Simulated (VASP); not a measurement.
# Na4Y3N (Pm-3m) in VASP: notebook

One crystal, Na4Y3N, is run at these levels: PBE; tasks: single point.

All numbers are computed with VASP 6.6.1; they aren't measurements. Logs are shortened: lines on timing, memory, paths and dates and some standing lists are left out, and cuts for length are marked.

**1. The cell of the first run**

Symmetry: Pm-3m, No. 221, cubic system. Conventional cell: a = 5.096 Å, b = 5.096 Å, c = 5.096 Å, α = 90.00°, β = 90.00°, γ = 90.00°. Around Na (site symmetry 4/mmm) lie 4 Y at 2.55 Å and 2 N at 2.55 Å. Na (site symmetry m-3m) has 6 Y at 2.55 Å as nearest neighbours. Y (site symmetry 4/mmm) has 6 Na at 2.55 Å as nearest neighbours. Around N (site symmetry m-3m) lie 6 Na at 2.55 Å.

The cell was built by a generator and needn't be a form met in nature.

**2. Single point, PBE (species swapped into the LiMg3O4 type (Pm-3m, No. 221))**

INCAR

```
SYSTEM = Na4Y3N
ALGO = Fast ; EDIFF = 1E-6
ENCUT = 520 ; GGA = PE
ISIF = 2 ; ISMEAR = 0
LASPH = .TRUE. ; LCHARG = .FALSE.
LREAL = .FALSE. ; LWAVE = .FALSE.
NBANDS = 43 ; NELM = 80
PREC = Accurate ; SIGMA = 0.1
```

KPOINTS

```
k-points
0
G
  4 4 4
  0 0 0
```

POSCAR

```
Na4Y3N
1.0
    5.0955465900      0.0000000000      0.0000000000
    0.0000000000      5.0955465900      0.0000000000
    0.0000000000      0.0000000000      5.0955465900
Na Y N
4 3 1
Direct
    0.5000000000      0.0000000000      0.0000000000
    0.5000000000      0.5000000000      0.5000000000
    0.0000000000      0.0000000000      0.5000000000
    0.0000000000      0.5000000000      0.0000000000
    0.0000000000      0.5000000000      0.5000000000
    0.5000000000      0.0000000000      0.5000000000
    0.5000000000      0.5000000000      0.0000000000
    0.0000000000      0.0000000000      0.0000000000
```

Potentials or basis: VASP PAW PBE potentials, release 64 (Na_pv, Y_sv, N).

The run is started by

```
$ cat potpaw_PBE.64/Na_pv/POTCAR potpaw_PBE.64/Y_sv/POTCAR potpaw_PBE.64/N/POTCAR > POTCAR
$ mpirun -np 1 vasp_std > vasp.out
```

OUTCAR:

```text
SYSTEM = Na4Y3N
   EDIFF = 1E-6
   ENCUT = 520
   GGA = PE
   ISIF = 2
   ISMEAR = 0
   LASPH = .TRUE.
   LREAL = .FALSE.
   NELM = 80
   PREC = Accurate

 ion  position               nearest neighbor table
   1  0.500  0.000  0.000-   6 2.55   7 2.55   6 2.55   7 2.55
   2  0.500  0.500  0.500-   5 2.55   6 2.55   7 2.55   7 2.55   6 2.55   5 2.55
   3  0.000  0.000  0.500-   5 2.55   6 2.55   5 2.55   6 2.55
   4  0.000  0.500  0.000-   5 2.55   7 2.55   5 2.55   7 2.55
   5  0.000  0.500  0.500-   2 2.55   3 2.55   4 2.55   4 2.55   3 2.55   2 2.55   7 3.60   7 3.60
                             6 3.60   6 3.60   6 3.60   7 3.60   7 3.60   6 3.60
   6  0.500  0.000  0.500-   1 2.55   2 2.55   3 2.55   1 2.55   2 2.55   3 2.55   7 3.60   7 3.60
                             5 3.60   7 3.60   7 3.60   5 3.60   5 3.60   5 3.60
   7  0.500  0.500  0.000-   1 2.55   2 2.55   4 2.55   2 2.55   1 2.55   4 2.55   5 3.60   6 3.60
                             6 3.60   6 3.60   6 3.60   5 3.60   5 3.60   5 3.60
   8  0.000  0.000  0.000-

  LATTYP: Found a simple cubic cell.
 ALAT       =     5.0955465900

  Lattice vectors:

 A1 = (   5.0955465900,   0.0000000000,   0.0000000000)
 A2 = (   0.0000000000,   5.0955465900,   0.0000000000)
 A3 = (   0.0000000000,   0.0000000000,   5.0955465900)

Analysis of symmetry for initial positions (statically):
=====================================================================
 Subroutine PRICEL returns:
 Original cell was already a primitive cell.

 Routine SETGRP: Setting up the symmetry group for a
 simple cubic supercell.

 Subroutine GETGRP returns: Found 48 space group operations
 (whereof 48 operations were pure point group operations)
 out of a pool of 48 trial point group operations.

The static configuration has the point symmetry O_h .

Analysis of symmetry for dynamics (positions and initial velocities):
=====================================================================
 Subroutine PRICEL returns:
 Original cell was already a primitive cell.

 Routine SETGRP: Setting up the symmetry group for a
 simple cubic supercell.

 Subroutine GETGRP returns: Found 48 space group operations
 (whereof 48 operations were pure point group operations)
 out of a pool of 48 trial point group operations.

The dynamic configuration has the point symmetry O_h .

 Subroutine INISYM returns: Found 48 space group operations
 (whereof 48 operations are pure point group operations),
 and found     1 'primitive' translations

----------------------------------------------------------------------------------------

                                     Primitive cell

  volume of cell :     132.3038

  direct lattice vectors                    reciprocal lattice vectors
     5.095546590  0.000000000  0.000000000     0.196249800  0.000000000  0.000000000
     0.000000000  5.095546590  0.000000000     0.000000000  0.196249800  0.000000000
     0.000000000  0.000000000  5.095546590     0.000000000  0.000000000  0.196249800

  length of vectors
     5.095546590  5.095546590  5.095546590     0.196249800  0.196249800  0.196249800

  position of ions in fractional coordinates (direct lattice)
     0.500000000  0.000000000  0.000000000
     0.500000000  0.500000000  0.500000000
     0.000000000  0.000000000  0.500000000
     0.000000000  0.500000000  0.000000000
     0.000000000  0.500000000  0.500000000
     0.500000000  0.000000000  0.500000000
     0.500000000  0.500000000  0.000000000
     0.000000000  0.000000000  0.000000000

  ion indices of the primitive-cell ions
   primitive index   ion index
                 1           1
                 2           2
                 3           3
                 4           4
                 5           5
                 6           6
                 7           7
                 8           8

----------------------------------------------------------------------------------------

 KPOINTS: k-points

Automatic generation of k-mesh.
 Grid dimensions read from file:
 generate k-points for:    4    4    4

 Generating k-lattice:

  Cartesian coordinates                     Fractional coordinates (reciprocal lattice)
     0.049062450  0.000000000  0.000000000     0.250000000  0.000000000  0.000000000
     0.000000000  0.049062450  0.000000000     0.000000000  0.250000000  0.000000000
     0.000000000  0.000000000  0.049062450     0.000000000  0.000000000  0.250000000

  Length of vectors
     0.049062450  0.049062450  0.049062450

  Shift w.r.t. Gamma in fractional coordinates (k-lattice)
     0.000000000  0.000000000  0.000000000

 Subroutine IBZKPT returns following result:
 ===========================================

 Found     10 irreducible k-points:

 Following reciprocal coordinates:
            Coordinates               Weight
  0.000000  0.000000  0.000000      1.000000
  0.250000  0.000000  0.000000      6.000000
  0.500000  0.000000  0.000000      3.000000
  0.250000  0.250000  0.000000     12.000000
  0.500000  0.250000  0.000000     12.000000
  0.500000  0.500000  0.000000      3.000000
  0.250000  0.250000  0.250000      8.000000
  0.500000  0.250000  0.250000     12.000000
  0.500000  0.500000  0.250000      6.000000
  0.500000  0.500000  0.500000      1.000000
   k-points           NKPTS =     10   k-points in BZ     NKDIM =     10   number of bands    NBANDS=     43
   number of dos      NEDOS =    301   number of ions     NIONS =      8
   total plane-waves  NPLWV =  64000
   dimension x,y,z NGX =    40 NGY =   40 NGZ =   40
   dimension x,y,z NGXF=    80 NGYF=   80 NGZF=   80
   ions per type =               4   3   1
   NGX,Y,Z   is equivalent  to a cutoff of  13.05, 13.05, 13.05 a.u.
   NGXF,Y,Z  is equivalent  to a cutoff of  26.10, 26.10, 26.10 a.u.
 SYSTEM =  Na4Y3N
   PREC   = accura    normal or accurate (medium, high low for compatibility)
   ISTART =      0    job   : 0-new  1-cont  2-samecut
   ICHARG =      2    charge: 1-file 2-atom 10-const
   ISPIN  =      1    spin polarized calculation?
   LNONCOLLINEAR =      F non collinear calculations
   LSORBIT =      F    spin-orbit coupling
   LASPH  =      T    aspherical Exc in radial PAW
   ENCUT  =  520.0 eV  38.22 Ry    6.18 a.u.   9.47  9.47  9.47*2*pi/ulx,y,z
   NELM   =     80;   NELMIN=  2; NELMDL= -5     # of ELM steps
   EDIFF  = 0.1E-05   stopping-criterion for ELM
   LREAL  =      F    real-space projection
   EDIFFG = 0.1E-04   stopping-criterion for IOM
   NSW    =      0    number of steps for IOM
   IBRION =     -1    ionic relax: 0-MD 1-quasi-New 2-CG
   NFREE  =      0    steps in history (QN), initial steepest desc. (CG)
   ISIF   =      2    stress and relaxation
   ISYM   =      2    0-nonsym 1-usesym 2-fastsym
   POTIM  = 0.5000    time-step for ionic-motion
   TEBEG  =    0.0;   TEEND  =   0.0 temperature during run
   PSTRESS=    0.0 pullay stress
   NELECT =      66.0000    total number of electrons
   NUPDOWN=      -1.0000    fix difference up-down
   EMIN   =  10.00;   EMAX   =-10.00  energy-range for DOS
   EFERMI =   0.00;   METHOD = LEGACY
   ISMEAR =     0;   SIGMA  =   0.10  broadening in eV -4-tet -1-fermi 0-gaus
   EFERMI_NEDOS =   21; number of points for ismear=-14 and -15
   IALGO  =     68    algorithm
   IMIX   =      4    mixing-type and parameters
     AMIX     =   0.40;   BMIX     =  1.00
     AMIX_MAG =   1.60;   BMIX_MAG =  1.00
  volume/ion in A,a.u.               =      16.54       111.60
  Fermi-wavevector in a.u.,A,eV,Ry     =   1.298371  2.453565 22.936245  1.685766
  Thomas-Fermi vector in A             =   2.429703
   LORBIT       =      0    0 simple, 1 ext, 2 COOP (PROOUT), +10 PAW based schemes
   GGA     = PE    functional components
   LHFCALC =     F    Hartree Fock is set to
   AEXX    =    0.0000 exact exchange contribution
   IVDW    =     0    specifies the selected vdW correction
   LEPSILON=     F    determine dielectric tensor
   LRPA    =     F    only Hartree local field effects (RPA)
 non-spin polarized calculation
 RMM-DIIS sequential band-by-band and
 Gauss-broadening in eV      SIGMA  =   0.10
  energy-cutoff  :      520.00
  volume of cell :      132.30
 maximum number of plane-waves:      3585
 NGX is ok and might be reduce to    40
   NGX = 19   NGY = 19   NGZ = 19

 number of electron      65.9999991 magnetization

 Free energy of the ion-electron system (eV)
  ---------------------------------------------------
  ext. energy  EPLUGINS =         0.00000000
  ---------------------------------------------------
  free energy    TOTEN  =       -16.22717577 eV

  energy without entropy =      -16.18861258  energy(sigma->0) =      -16.20789418

 E-fermi :   4.9345     XC(G=0): -10.4746

 val. band max:        4.9297680151   @ k =   0.5000   0.0000   0.0000
 cond. band min:       4.9558906648   @ k =   0.5000   0.5000   0.2500
 fundamental gap:      0.0261226497
 Fermi energy:         4.9344679986

 k-point     1 :       0.0000    0.0000    0.0000
  band No.  band energies     occupation
      1     -37.9904      2.00000
      2     -37.9282      2.00000
      3     -37.9282      2.00000
      4     -21.0650      2.00000
      5     -21.0650      2.00000
      6     -21.0650      2.00000
[... 35 lines left out ...]
     42       7.7061      0.00000
     43       7.7065      0.00000

 k-point     2 :       0.2500    0.0000    0.0000
  band No.  band energies     occupation
      1     -37.9839      2.00000
      2     -37.9376      2.00000
      3     -37.9296      2.00000
      4     -21.0547      2.00000
      5     -21.0547      2.00000
      6     -21.0210      2.00000
[... 35 lines left out ...]
     42       7.4240      0.00000
     43       7.7113      0.00000

 k-point     3 :       0.5000    0.0000    0.0000
  band No.  band energies     occupation
      1     -37.9727      2.00000
      2     -37.9518      2.00000
      3     -37.9311      2.00000
      4     -21.0393      2.00000
      5     -21.0393      2.00000
      6     -21.0290      2.00000
[... 35 lines left out ...]
     42       7.4167      0.00000
     43       7.4760      0.00000

 k-point     4 :       0.2500    0.2500    0.0000
  band No.  band energies     occupation
      1     -37.9784      2.00000
      2     -37.9414      2.00000
      3     -37.9356      2.00000
      4     -21.0459      2.00000
      5     -21.0223      2.00000
      6     -20.9594      2.00000
[... 35 lines left out ...]
     42       7.4004      0.00000
     43       7.5678      0.00000

 k-point     5 :       0.5000    0.2500    0.0000
  band No.  band energies     occupation
      1     -37.9680      2.00000
      2     -37.9532      2.00000
      3     -37.9386      2.00000
      4     -21.0329      2.00000
      5     -21.0277      2.00000
      6     -20.9474      2.00000
[... 35 lines left out ...]
     42       7.4632      0.00000
     43       7.5998      0.00000

 k-point     6 :       0.5000    0.5000    0.0000
  band No.  band energies     occupation
      1     -37.9548      2.00000
      2     -37.9547      2.00000
      3     -37.9547      2.00000
      4     -21.0265      2.00000
      5     -21.0265      2.00000
      6     -20.8495      2.00000
[... 35 lines left out ...]
     42       7.1590      0.00000
     43       7.2832      0.00000

 k-point     7 :       0.2500    0.2500    0.2500
  band No.  band energies     occupation
      1     -37.9740      2.00000
      2     -37.9429      2.00000
      3     -37.9429      2.00000
      4     -20.9547      2.00000
      5     -20.9511      2.00000
      6     -20.9511      2.00000
[... 35 lines left out ...]
     42       7.0571      0.00000
     43       7.5209      0.00000

 k-point     8 :       0.5000    0.2500    0.2500
  band No.  band energies     occupation
      1     -37.9651      2.00000
      2     -37.9547      2.00000
      3     -37.9443      2.00000
      4     -20.9453      2.00000
      5     -20.9412      2.00000
      6     -20.9405      2.00000
[... 35 lines left out ...]
     42       7.2368      0.00000
     43       7.5918      0.00000

 k-point     9 :       0.5000    0.5000    0.2500
  band No.  band energies     occupation
      1     -37.9562      2.00000
      2     -37.9561      2.00000
      3     -37.9561      2.00000
      4     -20.9392      2.00000
      5     -20.9392      2.00000
      6     -20.8475      2.00000
[... 35 lines left out ...]
     42       7.0297      0.00000
     43       7.7911      0.00000

 k-point    10 :       0.5000    0.5000    0.5000
  band No.  band energies     occupation
      1     -37.9575      2.00000
      2     -37.9575      2.00000
      3     -37.9575      2.00000
      4     -20.8455      2.00000
      5     -20.8455      2.00000
      6     -20.8455      2.00000
[... 35 lines left out ...]
     42       7.9067      0.00000
     43       7.9067      0.00000

------------------------ aborting loop because EDIFF is reached ----------------------------------------

  FORCE on cell =-STRESS in cart. coord.  units (eV):
  Direction    XX          YY          ZZ          XY          YZ          ZX
  --------------------------------------------------------------------------------------
  -------------------------------------------------------------------------------------
  Total       26.5558588     26.5558588     26.5558588     -0.0000000      0.0000000     -0.0000000
  in kB      321.5870881    321.5870881    321.5870881     -0.0000000      0.0000000     -0.0000000
  external PRESSURE =     321.5870881 kB  Pullay stress =       0.0000000 kB

 VOLUME and BASIS-vectors are now :
 -----------------------------------------------------------------------------
  energy-cutoff  :      520.00
  volume of cell :      132.30
      direct lattice vectors                 reciprocal lattice vectors
     5.095546590  0.000000000  0.000000000     0.196249800  0.000000000  0.000000000
     0.000000000  5.095546590  0.000000000     0.000000000  0.196249800  0.000000000
     0.000000000  0.000000000  5.095546590     0.000000000  0.000000000  0.196249800

 POSITION                                       TOTAL-FORCE (eV/Angst)
 -----------------------------------------------------------------------------------
      2.54777      0.00000      0.00000         0.000000      0.000000      0.000000
      2.54777      2.54777      2.54777         0.000000      0.000000      0.000000
      0.00000      0.00000      2.54777         0.000000      0.000000      0.000000
      0.00000      2.54777      0.00000         0.000000      0.000000      0.000000
      0.00000      2.54777      2.54777         0.000000      0.000000      0.000000
      2.54777      0.00000      2.54777         0.000000      0.000000      0.000000
      2.54777      2.54777      0.00000         0.000000      0.000000      0.000000
      0.00000      0.00000      0.00000         0.000000      0.000000      0.000000
 -----------------------------------------------------------------------------------
    total drift:                               -0.000000      0.000000     -0.000000

  FREE ENERGIE OF THE ION-ELECTRON SYSTEM (eV)
  ---------------------------------------------------
  free  energy   TOTEN  =       -16.2271757721 eV

  energy  without entropy=      -16.1886125834  energy(sigma->0) =      -16.20789418
```

It took 2 min on 1 thread of Intel Xeon Platinum 8559C (Emerald Rapids), shared host; peak memory 0.28 GiB.

What came out:

* Free energy: -16.2272 eV
* Pressure: 32.2 GPa
* Band gap on the k mesh: none (metal or under the smearing width)

Levels at points of the mesh, in eV from the Fermi level:
| k point | band 31 | band 32 | band 33 | band 34 | band 35 | band 36 |
| --- | --- | --- | --- | --- | --- | --- |
| (0.00, 0.00, 0.00) | -1.55 | -1.55 | -0.86 | -0.86 | -0.77 | 1.70 |
| (0.50, 0.00, 0.00) | -1.17 | 0.00 | 0.00 | 0.33 | 0.40 | 0.53 |
| (0.50, 0.50, 0.00) | -0.58 | -0.58 | 0.11 | 0.21 | 0.21 | 0.96 |
| (0.50, 0.50, 0.50) | -2.20 | -0.79 | 0.63 | 0.72 | 0.72 | 0.72 |

Caveat: a pressure of tens of GPa on the cell as given is suspect, and the run, the potentials or the cell itself is likely at fault.

(Continued in part 2 of 2.)
